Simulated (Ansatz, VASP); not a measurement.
# Pt3PbC in two plane-wave programs, part 3 of 3

Wanted: the spread between two codes on one cell, functional and k mesh. The cell is taken from a series of runs on this material, whose earlier steps may have relaxed, scaled, displaced or heated it; both programs get it as it stands.

VASP 6.6.1 and Ansatz 0.2.0.

So far: Starting point; Ansatz: zone-centre phonons, PBEsol; VASP: zone-centre phonons, PBEsol.

### Step 3. VASP: zone-centre phonons, PBEsol (continued)

Level of this step: PBEsol; plane waves and PAW (Pt, Pb_d, C) (VASP).

Numbers of over 12 decimals in the logs are rounded to 6 here.

OUTCAR, selected parts (step 3):

```text
ion  position               nearest neighbor table
   1  0.486  0.486  0.025-   5 2.11   5 2.23   3 2.89   2 2.89   4 2.92   3 2.93   2 2.93   2 2.93
                             3 2.93   4 2.93   4 3.14   4 3.14   3 3.38   2 3.38
   2  0.486  0.025  0.486-   5 2.11   5 2.23   1 2.89   3 2.89   4 2.92   3 2.93   3 2.93   1 2.93
                             1 2.93   4 2.93   4 3.14   4 3.14   1 3.38   3 3.38
   3  0.025  0.486  0.486-   5 2.11   5 2.23   1 2.89   2 2.89   4 2.92   2 2.93   2 2.93   1 2.93
                             1 2.93   4 2.93   4 3.14   4 3.14   1 3.38   2 3.38
   4  0.984  0.984  0.984-   1 2.92   2 2.92   3 2.92   1 2.93   2 2.93   3 2.93   5 3.00   2 3.14
                             3 3.14   2 3.14   3 3.14   1 3.14   1 3.14
   5  0.548  0.548  0.548-   1 2.11   2 2.11   3 2.11   1 2.23   2 2.23   3 2.23   4 3.00

  LATTYP: Found a trigonal (rhomboedric) cell.
 ALAT       =     4.2831392777
 COS(alpha) =    -0.0697570961

 Subroutine GETGRP returns: Found  6 space group operations
 (whereof  6 operations were pure point group operations)

The static configuration has the point symmetry C_3v.

 Found     85 irreducible k-points:

   k-points           NKPTS =     85   k-points in BZ     NKDIM =     85   number of bands    NBANDS=     30

   dimension x,y,z NGX =    36 NGY =   36 NGZ =   36
   dimension x,y,z NGXF=    72 NGYF=   72 NGZF=   72

   ENCUT  =  600.0 eV  44.10 Ry    6.64 a.u.   8.55  8.55  8.55*2*pi/ulx,y,z

   NELECT =      48.0000    total number of electrons

 k-points in reciprocal lattice and weights: Automatic mesh
   0.00000000  0.00000000  0.00000000       0.001
   0.11111111  0.00000000  0.00000000       0.008
   0.22222222  0.00000000  0.00000000       0.008
   0.33333333  0.00000000 -0.00000000       0.008
   0.44444444  0.00000000  0.00000000       0.008
   0.11111111  0.11111111  0.00000000       0.008
   0.22222222  0.11111111 -0.00000000       0.016
   0.33333333  0.11111111  0.00000000       0.016
   0.44444444  0.11111111  0.00000000       0.016
[...]
-0.22222222  0.33333333  0.22222222       0.016
[...]
POSITION                                       TOTAL-FORCE (eV/Angst)
 -----------------------------------------------------------------------------------
      0.00000      1.66828      2.28521         0.000000     -0.016030      0.003840
      1.44477     -0.83414      2.28521        -0.013882      0.008015      0.003840
     -1.44477     -0.83414      2.28521         0.013882      0.008015      0.003840
      0.00000      0.00000      6.77078         0.000000      0.000000      0.001509
      0.00000      0.00000      3.76956         0.000000     -0.000000     -0.013029
 -----------------------------------------------------------------------------------
    total drift:                                0.000000     -0.000000     -0.000066

 Eigenvectors and eigenvalues of the dynamical matrix
 ----------------------------------------------------

   1 f  =   10.398316 THz    65.334547 2PiTHz  346.850490 cm-1    43.003961 meV
             X         Y         Z           dx          dy          dz
      0.000000  1.668279  2.285213    -0.000000    0.074154   -0.063051
      1.444772 -0.834139  2.285213     0.064219   -0.037077   -0.063051
     -1.444772 -0.834139  2.285213    -0.064219   -0.037077   -0.063051
      0.000000  0.000000  6.770779    -0.000000   -0.000000   -0.052959
      0.000000  0.000000  3.769555     0.000000    0.000000    0.984262

   2 f  =    8.028908 THz    50.447116 2PiTHz  267.815541 cm-1    33.204880 meV
             X         Y         Z           dx          dy          dz
      0.000000  1.668279  2.285213     0.125014    0.000001   -0.000001
      1.444772 -0.834139  2.285213    -0.136121    0.150766    0.220142
     -1.444772 -0.834139  2.285213    -0.136120   -0.150766   -0.220141
      0.000000  0.000000  6.770779    -0.072390    0.000000   -0.000000
      0.000000  0.000000  3.769555     0.894253   -0.000003   -0.000000

   3 f  =    8.028908 THz    50.447116 2PiTHz  267.815541 cm-1    33.204880 meV
             X         Y         Z           dx          dy          dz
      0.000000  1.668279  2.285213     0.000000   -0.223165    0.254197
      1.444772 -0.834139  2.285213     0.150765    0.037969   -0.127098
     -1.444772 -0.834139  2.285213    -0.150766    0.037968   -0.127099
      0.000000  0.000000  6.770779    -0.000000   -0.072390   -0.000000
      0.000000  0.000000  3.769555     0.000003    0.894253   -0.000000

   4 f  =    4.165677 THz    26.173720 2PiTHz  138.952025 cm-1    17.227848 meV
             X         Y         Z           dx          dy          dz
      0.000000  1.668279  2.285213    -0.000000    0.440315    0.194428
      1.444772 -0.834139  2.285213     0.381324   -0.220157    0.194428
     -1.444772 -0.834139  2.285213    -0.381324   -0.220157    0.194428
      0.000000  0.000000  6.770779     0.000000    0.000000   -0.544608
      0.000000  0.000000  3.769555     0.000000   -0.000000   -0.091457

   5 f  =    2.816492 THz    17.696544 2PiTHz   93.948076 cm-1    11.648072 meV
             X         Y         Z           dx          dy          dz
      0.000000  1.668279  2.285213    -0.022884    0.000039    0.000045
      1.444772 -0.834139  2.285213    -0.318142    0.170469   -0.417804
     -1.444772 -0.834139  2.285213    -0.318110   -0.170447    0.417759
      0.000000  0.000000  6.770779     0.615608   -0.000057   -0.000000
      0.000000  0.000000  3.769555     0.104401   -0.000010    0.000000

   6 f  =    2.816492 THz    17.696544 2PiTHz   93.948076 cm-1    11.648072 meV
             X         Y         Z           dx          dy          dz
      0.000000  1.668279  2.285213     0.000002    0.416540    0.482413
      1.444772 -0.834139  2.285213    -0.170429    0.121282   -0.241168
     -1.444772 -0.834139  2.285213     0.170488    0.121314   -0.241245
      0.000000  0.000000  6.770779    -0.000057   -0.615608   -0.000000
      0.000000  0.000000  3.769555    -0.000010   -0.104401    0.000000

   7 f  =    2.681939 THz    16.851121 2PiTHz   89.459864 cm-1    11.091605 meV
             X         Y         Z           dx          dy          dz
      0.000000  1.668279  2.285213    -0.000000    0.366002   -0.221464
      1.444772 -0.834139  2.285213     0.316967   -0.183001   -0.221464
     -1.444772 -0.834139  2.285213    -0.316967   -0.183001   -0.221464
      0.000000  0.000000  6.770779    -0.000000   -0.000000    0.665570
      0.000000  0.000000  3.769555    -0.000000   -0.000000   -0.089472

   8 f  =    1.981626 THz    12.450922 2PiTHz   66.099920 cm-1     8.195342 meV
             X         Y         Z           dx          dy          dz
      0.000000  1.668279  2.285213     0.577350   -0.000000    0.000000
      1.444772 -0.834139  2.285213    -0.288675   -0.500000   -0.000000
     -1.444772 -0.834139  2.285213    -0.288675    0.500000    0.000000
      0.000000  0.000000  6.770779    -0.000000    0.000000    0.000000
      0.000000  0.000000  3.769555    -0.000000   -0.000000    0.000000

   9 f  =    1.838952 THz    11.554473 2PiTHz   61.340820 cm-1     7.605289 meV
             X         Y         Z           dx          dy          dz
      0.000000  1.668279  2.285213    -0.337921   -0.000018    0.000198
      1.444772 -0.834139  2.285213    -0.122952   -0.124234    0.474818
     -1.444772 -0.834139  2.285213    -0.122862    0.124042   -0.475016
      0.000000  0.000000  6.770779     0.596461    0.000215   -0.000000
      0.000000  0.000000  3.769555    -0.133859   -0.000048   -0.000000

  10 f  =    1.838952 THz    11.554473 2PiTHz   61.340820 cm-1     7.605289 meV
             X         Y         Z           dx          dy          dz
      0.000000  1.668279  2.285213     0.000122   -0.051236    0.548387
      1.444772 -0.834139  2.285213    -0.124094   -0.266205   -0.274365
     -1.444772 -0.834139  2.285213     0.124183   -0.266294   -0.274022
      0.000000  0.000000  6.770779    -0.000215    0.596461    0.000000
      0.000000  0.000000  3.769555     0.000048   -0.133859   -0.000000

  11 f  =    1.422004 THz     8.934714 2PiTHz   47.432946 cm-1     5.880933 meV
             X         Y         Z           dx          dy          dz
      0.000000  1.668279  2.285213    -0.541217   -0.000070    0.000041
      1.444772 -0.834139  2.285213     0.199396   -0.427508   -0.226843
     -1.444772 -0.834139  2.285213     0.199262    0.427601    0.226802
      0.000000  0.000000  6.770779     0.047639   -0.000007    0.000000
      0.000000  0.000000  3.769555     0.396041   -0.000062    0.000000

  12 f  =    1.422004 THz     8.934714 2PiTHz   47.432946 cm-1     5.880933 meV
             X         Y         Z           dx          dy          dz
      0.000000  1.668279  2.285213    -0.000085    0.446177   -0.261912
      1.444772 -0.834139  2.285213    -0.427523   -0.294436    0.130920
     -1.444772 -0.834139  2.285213     0.427586   -0.294301    0.130992
      0.000000  0.000000  6.770779     0.000007    0.047639    0.000000
      0.000000  0.000000  3.769555     0.000062    0.396041   -0.000000

  13 f/i=    0.003016 THz     0.018949 2PiTHz    0.100600 cm-1     0.012473 meV
             X         Y         Z           dx          dy          dz
      0.000000  1.668279  2.285213    -0.000000    0.000248    0.492452
      1.444772 -0.834139  2.285213     0.000215   -0.000124    0.492452
     -1.444772 -0.834139  2.285213    -0.000215   -0.000124    0.492452
      0.000000  0.000000  6.770779    -0.000000   -0.000000    0.507558
      0.000000  0.000000  3.769555    -0.000000   -0.000000    0.121892

  14 f/i=    0.004280 THz     0.026894 2PiTHz    0.142778 cm-1     0.017702 meV
             X         Y         Z           dx          dy          dz
      0.000000  1.668279  2.285213    -0.425704    0.248471    0.000761
      1.444772 -0.834139  2.285213    -0.424165    0.248480   -0.001505
     -1.444772 -0.834139  2.285213    -0.424943    0.249808    0.000744
      0.000000  0.000000  6.770779    -0.438066    0.256610   -0.000000
      0.000000  0.000000  3.769555    -0.104421    0.061168   -0.000000

  15 f/i=    0.004280 THz     0.026894 2PiTHz    0.142778 cm-1     0.017702 meV
             X         Y         Z           dx          dy          dz
      0.000000  1.668279  2.285213    -0.249368   -0.424171   -0.001298
      1.444772 -0.834139  2.285213    -0.249359   -0.425709   -0.000009
     -1.444772 -0.834139  2.285213    -0.248031   -0.424932    0.001308
      0.000000  0.000000  6.770779    -0.256610   -0.438066   -0.000000
      0.000000  0.000000  3.769555    -0.061168   -0.104421   -0.000000

 ELASTIC MODULI CONTR FROM IONIC RELAXATION (kBar)
 Direction    XX          YY          ZZ          XY          YZ          ZX
 --------------------------------------------------------------------------------
 XX       -1633.2149   1621.9509    -15.4486      0.0000  -1358.9868      0.0000
 YY        1621.9509  -1633.2149    -15.4486     -0.0000   1358.9868     -0.0000
 ZZ         -15.4486    -15.4486    -72.1093      0.0000      0.0000      0.0000
 XY           0.0000     -0.0000      0.0000  -1628.3099      0.0000  -1390.0303
 YZ       -1358.9868   1358.9868      0.0000      0.0000  -1184.4468      0.0000
 ZX           0.0000     -0.0000      0.0000  -1390.0303      0.0000  -1232.4617
 --------------------------------------------------------------------------------
```

### Step 4. Side by side

Known differences besides the potentials themselves: the data sets hold 72 valence electrons in Ansatz (on its PAW soft_1 files) and 48 in VASP; the cutoff is 420 eV in Ansatz and 600 eV in VASP; Ansatz makes its cores anew for this functional, VASP keeps those of its PBE data sets. Total energies have different zeros and are not compared.

Compared:

| quantity | Ansatz | VASP | difference |
| --- | --- | --- | --- |
| optical mode 1 to 2 (cm⁻¹) | 43.0 | 47.4 | -4.4 |
| optical mode 3 to 4 (cm⁻¹) | 61.2 | 61.3 | -0.16 % |
| optical mode 5 (cm⁻¹) | 65.8 | 66.1 | -0.45 % |
| optical mode 6 (cm⁻¹) | 88.9 | 89.5 | -0.67 % |
| optical mode 7 to 8 (cm⁻¹) | 93.1 | 93.9 | -0.87 % |
| optical mode 9 (cm⁻¹) | 138.8 | 139.0 | -0.12 % |
| optical mode 10 to 11 (cm⁻¹) | 253.3 | 267.8 | -5.40 % |
| optical mode 12 (cm⁻¹) | 340.4 | 346.9 | -1.85 % |

Modes are paired by rising frequency, not by their patterns, so a pair may set unlike modes beside each other; they are those without the splitting of longitudinal modes.

### Step 5. Summary of results

```json
{"r.m.s. difference of the optical zone-centre modes, each program's sorted by frequency (zone-centre phonons, PBEsol)": "6.5 cm⁻¹", "difference in optical mode 10 to 11 (zone-centre phonons, PBEsol)": "-5.4 %"}
```

**Reading.** The r.m.s. difference of the optical zone-centre modes, each program's sorted by frequency is 6.5 cm⁻¹ (zone-centre phonons, PBEsol). The data sets hold unlike numbers of valence electrons (72 in Ansatz and 48 in VASP), so part of the differences comes from the potentials. Among the rows given in per cent, the largest difference of the zone-centre phonons, PBEsol pair is in optical mode 10 to 11, -5.4 %. What causes the difference of the zone-centre phonons, PBEsol pair stays open here. Such differences can come from data sets, numerical settings and the points named under the comparisons, not from the functional's error against experiment.

[Lines on the potential files, build, host, timing and source positions are cut from VASP's logs without a mark.]

[Logs are printed without paths, hosts, clocks, repeated set-up lines and the standing remarks that a program may print on its own settings, such as how far it seeks lower states.]

[Hosts, paths, dates, database ids (printed as entryN), source tags and the programs' standing remarks are cut or masked in the printed files.]
